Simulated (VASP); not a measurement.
```
Eu
1.0
   -2.33580     2.33580     2.33580
    2.33580    -2.33580     2.33580
    2.33580     2.33580    -2.33580
Eu
1
Direct
  0.00000   0.00000   0.00000
```

The base run (VASP): PBE GGA, plane waves, VASP's PBE PAW potentials (set 64). Numerical set-up: 400 eV cut-off, 10×10×10 Γ-centred mesh, first-order Methfessel-Paxton smearing of 0.10 eV, potentials Eu_2.

The 4f electrons are frozen in the core of the lanthanide potential, so 4f levels, which can set the real gap, and their magnetism are missing.

One setting is varied; ΔE counts from the most expensive setting. The base run took about 7 core-seconds. Times come from single runs on busy shared machines, so they are rough: good to a factor of about 2.

The pressure holds a Pulay error that falls with the cut-off, as the column shows.

```
setting      cost over the base run  electronic steps  ΔE (meV/atom)  pressure (GPa)
-----------  ----------------------  ----------------  -------------  --------------
ENCUT = 150                       ?                10              ?               ?
ENCUT = 200               about 1/2                10            1.2           -1.48
ENCUT = 250    within a factor of 2                10            0.5           -1.49
ENCUT = 350    within a factor of 2                10            0.1           -1.48
base run                  reference                10            0.0           -1.48
ENCUT = 450    within a factor of 2                10           -0.1           -1.48
ENCUT = 650    within a factor of 2                10            0.0           -1.48
ENCUT = 750    within a factor of 2                10            0.0           -1.48
```

What belongs in the gaps?

- ENCUT = 150, cost over the base run: about 1/3
- ENCUT = 150, ΔE (meV/atom): 6.7
- ENCUT = 150, pressure (GPa): -1.65

Left out are runs that failed, have no time on record or changed the cell.

The compound is Eu in the bcc structure. The cell was not relaxed at this level.
